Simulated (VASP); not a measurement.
Level of theory: PBEsol GGA, VASP's PBE PAW potentials (set 64) (plane waves; VASP 6.6.1).

Input for VASP

POSCAR:
```
Bi
1
   -0.0000000000     2.4748667350     2.4748667350
    2.4748667350    -0.0000000000     2.4748667350
    2.4748667350     2.4748667350    -0.0000000000
Bi
1
Direct
  0.0000000000   0.0000000000   0.0000000000
```

File KPOINTS:
```
Automatic mesh
0
Gamma
11 11 11
0 0 0
```

**INCAR**
```
ALGO = Normal
EDIFF = 1E-6
EDIFFG = -0.01
ENCUT = 400
GGA = PS
IBRION = 2
ISIF = 3
ISMEAR = 1
LASPH = .TRUE.
LCHARG = .FALSE.
LMAXMIX = 4
LREAL = .FALSE.
LWAVE = .FALSE.
NELM = 100
NSW = 60
PREC = Accurate
SIGMA = 0.1
SYSTEM = Bi
```

POTCAR, in this order: Bi_d (PBE.64 set). Program: vasp_std.

Output

OSZICAR:
```
       N       E                     dE             d eps       ncg     rms          rms(c)
DAV:   1     0.951406234467E+02    0.95141E+02   -0.70536E+03  1249   0.130E+03
DAV:   2     0.804963517179E+00   -0.94336E+02   -0.92088E+02  1286   0.333E+02
DAV:   3    -0.403985526731E+01   -0.48448E+01   -0.47817E+01  1434   0.850E+01
DAV:   4    -0.415274344740E+01   -0.11289E+00   -0.11272E+00  1475   0.137E+01
DAV:   5    -0.415795527666E+01   -0.52118E-02   -0.52116E-02  1602   0.263E+00    0.452E-01
DAV:   6    -0.415103891977E+01    0.69164E-02   -0.11157E-02  1487   0.172E+00    0.256E-01
DAV:   7    -0.414913766562E+01    0.19013E-02   -0.67800E-03  1439   0.130E+00    0.791E-02
DAV:   8    -0.414907561739E+01    0.62048E-04   -0.41199E-04  1448   0.395E-01    0.935E-03
DAV:   9    -0.414907388788E+01    0.17295E-05   -0.10352E-05  1498   0.529E-02    0.449E-03
DAV:  10    -0.414907360009E+01    0.28778E-06   -0.88806E-07   790   0.124E-02
   1 F= -.41490736E+01 E0= -.41487167E+01  d E =-.414907E+01
```

**OUTCAR**
```
------------------------ aborting loop because EDIFF is reached ----------------------------------------
  FORCE on cell =-STRESS in cart. coord.  units (eV):
  Direction    XX          YY          ZZ          XY          YZ          ZX
  --------------------------------------------------------------------------------------
  Total       -0.0089229     -0.0089229     -0.0089229     -0.0000000     -0.0000000     -0.0000000
  in kB       -0.4715535     -0.4715535     -0.4715535     -0.0000000     -0.0000000     -0.0000000
  external PRESSURE =      -0.4715535 kB  Pullay stress =       0.0000000 kB
  volume of cell :       30.32
      direct lattice vectors                 reciprocal lattice vectors
     0.000000000  2.474866735  2.474866735    -0.202031080  0.202031080  0.202031080
     2.474866735  0.000000000  2.474866735     0.202031080 -0.202031080  0.202031080
     2.474866735  2.474866735  0.000000000     0.202031080  0.202031080 -0.202031080
 POSITION                                       TOTAL-FORCE (eV/Angst)
 -----------------------------------------------------------------------------------
      0.00000      0.00000      0.00000         0.000000     -0.000000      0.000000
 -----------------------------------------------------------------------------------
    total drift:                               -0.000000      0.000000      0.000000
  FREE ENERGIE OF THE ION-ELECTRON SYSTEM (eV)
  ---------------------------------------------------
  free  energy   TOTEN  =        -4.1490736001 eV

  energy  without entropy=       -4.1480030155  energy(sigma->0) =       -4.14871674

 reached required accuracy - stopping structural energy minimisation
```
(Selected blocks of OUTCAR.)

The structure was generated: Bi was put into the fcc type (Fm-3m), which need not be its known phase. It was relaxed first. The start is the result of an earlier pass.
